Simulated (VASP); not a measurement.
# Bismuthene and its bilayer, part 2 of 2

What are the lattice, gap and band positions of bismuthene, and what does a second sheet change?

VASP 6.6.1, plane waves and PAW; the level of theory is named at each step.

So far, gap on the k-mesh (eV): step 2 (relaxing the monolayer) 0.559; step 3 (a second relaxation) 0.559; step 5 (the slab in a field, field -0.1) 0.559; step 8 (a rigid stacking) 0.250; step 13 (relaxing the bilayer) 0.251.

## (14) Levels and bands of the bilayer

The same static run as for one sheet shows what the neighbour does to the levels.

The input, INCAR:

```
SYSTEM = Bi
PREC = Normal
ENCUT = 350
EDIFF = 1E-06
NELM = 120
ISMEAR = 0
SIGMA = 0.03
LREAL = .FALSE.
ALGO = Fast
GGA = PE
IVDW = 12
NBANDS = 16
LORBIT = 11
LWAVE = .FALSE.
LCHARG = .FALSE.
KPAR = 4
IDIPOL = 3
LDIPOL = .TRUE.
DIPOL = 0.5 0.5 0.5
LVHAR = .TRUE.
LVACPOTAV = .TRUE.
NEDOS = 1500
```

The input, POSCAR:

```
Bi
1.0
    4.2758563424      0.0000000000      0.0000000000
   -2.1379281712      3.7030002154      0.0000000000
    0.0000000000      0.0000000000     23.6125176944
Bi
4
Direct
    0.3333333300      0.6666666700      0.3677730458
    0.6666666700      0.3333333300      0.4422510729
    0.0000000000      0.0000000000      0.5576444734
    0.6666666700      0.3333333300      0.6323314080
```

The input, KPOINTS:

```
Automatic mesh
0
Gamma
9 9 1
0 0 0
```

The input, KPOINTS_OPT:

```
Line mode
14
Line-mode
Reciprocal
  0.00000000   0.00000000   0.00000000 GAMMA
  0.50000000   0.00000000   0.00000000 M

  0.50000000   0.00000000   0.00000000 M
  0.33333333   0.33333333   0.00000000 K

  0.33333333   0.33333333   0.00000000 K
  0.00000000   0.00000000   0.00000000 GAMMA
```

PAW data sets: Bi (PBE family, release 64).

Launch:

```bash
mpirun -np 4 vasp_std
```

The job ended after 41 s (4 MPI ranks of AMD EPYC 7R43, shared host; peak memory 0.8 GiB; 2.6 min of CPU time).

Numbers from this step:

```
electronic cycles                                 : 22
Fermi energy                                      : -0.316 eV
least gap on mesh and path                        : 0.2257 eV
least direct gap on mesh and path                 : 0.2509 eV
dipole moment                                     : 0, 0, -0.008732 e·Å
vacuum levels                                     : 3.442, 3.542 eV
ionisation potentials of the upper and lower face : 3.862, 3.962 eV
electron affinities of the upper and lower face   : 3.636, 3.736 eV
```

The electronic bands at the labelled points (eV, zero at the valence-band top; v1 is the highest filled band, c1 the lowest empty one):

| point | v4 | v3 | v2 | v1 | c1 | c2 | c3 | c4 |
| --- | --- | --- | --- | --- | --- | --- | --- | --- |
| Γ | -0.39 | -0.39 | -0.03 | -0.03 | 0.23 | 2.09 | 2.09 | 2.15 |
| 0.46 of the way | -1.35 | -1.28 | -0.82 | -0.77 | 0.56 | 1.39 | 2.38 | 2.74 |
| M | -2.12 | -1.99 | -1.75 | -1.42 | 0.73 | 1.01 | 2.24 | 2.32 |
| 0.54 of the way | -2.88 | -2.31 | -1.97 | -1.59 | 0.96 | 1.37 | 1.87 | 2.81 |
| K | -3.14 | -2.31 | -2.30 | -1.65 | 0.74 | 0.96 | 2.16 | 3.18 |
| 0.46 of the way | -2.54 | -2.08 | -1.20 | -0.92 | 1.20 | 1.55 | 1.95 | 2.62 |
| Γ | -0.39 | -0.39 | -0.03 | -0.03 | 0.23 | 2.09 | 2.09 | 2.15 |

The planar average of the electrostatic potential oscillates, so the rows of the table below give means over windows of 1 Å about each position, cut where the curve ends. Its maxima inside the range that stand out by 2 % of the span (Å: eV): 9.5: -5.61, 11.8: 1.69, 14.1: -5.64. Its minima: 8.7: -9.52, 10.4: -9.55, 13.2: -9.64, 14.9: -9.60.

Zero at the Fermi level. Table of planar average of the electrostatic potential by height; means over each step:

height (Å), planar average of the electrostatic potential (eV) and a bar from the least value:
```
        0       3.84 ##############################
        1       3.86 ##############################
        2       3.86 ##############################
        3       3.86 ##############################
        4       3.86 ##############################
        5       3.85 ##############################
        6       3.80 ##############################
        7       3.16 ############################
        8      -3.54 ############
        9      -8.04 #
       10      -7.61 ##
       11      -5.06 ########
       12       0.08 #####################
       13      -8.11 #
       14      -6.61 ####
       15      -8.40 
       16       0.16 #####################
       17       3.48 #############################
       18       3.73 ##############################
       19       3.76 ##############################
       20       3.76 ##############################
       21       3.76 ##############################
       22       3.76 ##############################
       23       3.76 ##############################
```

Density of states in the PAW spheres, an atom over height of the layer and energy from the Fermi level.

Ten even steps from '0' (0.00 states/eV) to '9' (0.91 states/eV), each cell a mean:
```
1011
1111
2211
3323
7656
9879
8798
7777
4443
3444
3564
4564
0000
0000
0000
0000
0000
0000
0000
0000
0000
0000
```
Columns: height of the layer (Å) from 8.7 to 14.9 (not evenly spaced); rows upwards: energy from the Fermi level (eV) from -7.9 to 0.5.

The map of layer states is cut here 0.5 eV above the Fermi level, so it leaves out the states above that.

The vacuum level lies 3.86 eV above the highest filled level at the upper face; the two faces differ by 0.10 eV, the step that the slab's dipole of -0.009 e·Å makes.

The program found no field-free point at its default tolerance, but its printed level agrees with the flat part of the planar average.

## (15) Derived quantities

This step: monolayer and bilayer, PBE + D3(BJ); plane waves and PAW (VASP 6.6.1).

This step runs nothing: it gathers the runs above.

This step gave:

```yaml
polarisability_per_area_of_the_slab_or_monolayer: 0.3813 Å
gap_with_spin_orbit: 0.5327 eV
binding_energy: -30.68 meV/Å²
interlayer_gap: 2.725 Å
bilayer_gap: 0.2257 eV
bilayer_level_below_vacuum: 3.862 eV
lattice_a: 4.276 Å
lattice_b: 4.276 Å
thickness: 1.756 Å
monolayer_gap: 0.5592 eV
ionisation_potential_at_the_upper_face: 4.016 eV
```

VASP counts both for electrons: a positive EFIELD is a field along -c, and a positive dipole, in electrons times A, points along -c. Field, by row:

```
EFIELD (eV/Å)  dipole along z of the monolayer (e Å)  energy change of the monolayer (eV)
         -0.1                               -0.04191                            -0.002098
            0                                      0                                    0
          0.1                                0.04194                            -0.002098
```

Rigid sheets, 3.1 Å apart. Stackings, by row:

| stacking | energy above the lowest (meV/Å²) |
| --- | --- |
| turned by 180 degrees, shift 0.33 0.67 | 0 |
| same orientation, shift 0.67 0.33 | 1.601 |
| same orientation, shift 0.00 0.00 | 1.872 |
| same orientation, shift 0.33 0.67 | 26.3 |
| turned by 180 degrees, shift 0.00 0.00 | 31.06 |

The polarisability is the slope of the dipole against the field, as a volume for each unit of area.

## (16) What came out

```yaml
lattice_a: 4.28 Å
monolayer_gap: 0.559 eV
gap_with_spin_orbit: 0.533 eV
binding_energy: -30.7 meV/Å²
interlayer_gap: 2.72 Å
bilayer_gap: 0.226 eV
polarisability_per_area_of_the_slab_or_monolayer: 0.381 Å
```

In words: The monolayer relaxes to a = 4.276 Å and has a gap of 0.56 eV (0.53 eV with spin-orbit coupling). The ionisation potential is 4.02 eV at both faces. Of 5 rigid stackings the lowest has the upper sheet turned by 180 degrees and shifted by (0.33, 0.67) in cell vectors, and the highest lies 31.1 meV/Å² above it. Relaxed, the sheets lie 2.72 Å apart and bind by 30.7 meV/Å². The next stacking lies close, and only the lowest was relaxed, so the order could change. The second sheet narrows the gap, to 0.23 eV. All runs are without spin polarisation. The bilayer keeps the monolayer's lattice, and only high-symmetry stackings were tried. Levels against the vacuum, binding and the bilayer's gap are without spin-orbit coupling. In so heavy a sheet spin-orbit coupling can invert the bands, so a like gap need not mean like states.

[Lines on the potential files, build, host, timing and source positions are cut from VASP's logs without a mark.]

[Logs are printed without paths, hosts, clocks, repeated set-up lines and the standing remarks that a program may print on its own settings, such as how far it seeks lower states.]

[Hosts, paths, dates, database ids (printed as entryN), source tags and the programs' standing remarks are cut or masked in the printed files.]

[Runs that stopped without an error message from VASP are left out.]
